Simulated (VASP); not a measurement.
VASP runs on NaCl (rock salt) share one base input (PBE GGA, plane waves, VASP's PBE PAW potentials (set 64)) and change the settings named in each case.

File POSCAR:
```
NaCl
1
    0.0000000000     2.8200000000     2.8200000000
    2.8200000000     0.0000000000     2.8200000000
    2.8200000000     2.8200000000     0.0000000000
Na Cl
1 1
Direct
  0.0000000000   0.0000000000   0.0000000000
  0.5000000000   0.5000000000   0.5000000000
```

**KPOINTS**
```
Automatic mesh
0
gamma
 7 7 7
0 0 0
```

INCAR:
```
SYSTEM = NaCl
PREC = Accurate; ENCUT = 400; LREAL = .FALSE.
LASPH = .TRUE.
EDIFF = 1E-6; NELM = 100; ALGO = Normal
ISMEAR = 0; SIGMA = 0.05
GGA = PE
ISIF = 2
LWAVE = .FALSE.; LCHARG = .FALSE.
```

POTCAR, in this order: Na_pv Cl (PBE.64 set). Program: vasp_std.

```
change          irreducible k-points
--------------  --------------------
base run                          20
ISYM = -1                        343
ISYM = 0                         172
ISYM = 1                          20
SYMPREC = 1E-3                    20
```

Left out are runs that ran out of time, are held back, or changed the cell or the kind of run, fixed moments of cells without a moment, rows past the twelfth, gaps on odd meshes, pressures of charged cells and columns that move by less than the noise.

The compound is NaCl in the rock salt structure. The cell was not relaxed at this level.
